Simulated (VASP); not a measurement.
```
CELL_PARAMETERS angstrom
      0.00000     1.74084     1.74084
      1.74084     0.00000     1.74084
      1.74084     1.74084     0.00000
ATOMIC_POSITIONS crystal
  Ni 0.00000 0.00000 0.00000
```
Starting moments (μB, in the order of the record's atoms Ni): 0.8.

Computed with r2SCAN meta-GGA, VASP's PBE PAW potentials (set 64) (plane waves; VASP). Numerical set-up: PREC = Normal, EDIFF = 1E-5, 400 eV cut-off, 20×20×20 Γ-centred mesh, first-order Methfessel-Paxton smearing of 0.10 eV, potentials Ni.

Predict the cell moment, energy per atom (σ→0), band gap (on the k-mesh) with the smallest direct gap where there is one.

The band gap (on the k-mesh) comes out as none (metal, semimetal or under 0.01 eV). The cell moment comes out as 0.74 μB and the energy per atom (σ→0) is -11.940 eV/atom.

Give the moment on each site (PAW-sphere projection).

```tsv
site	moment (μB)
Ni1	0.76
```

The absolute energy has meaning only against runs of the same code, potentials and settings.

The compound is Ni in the fcc structure. It was relaxed first.
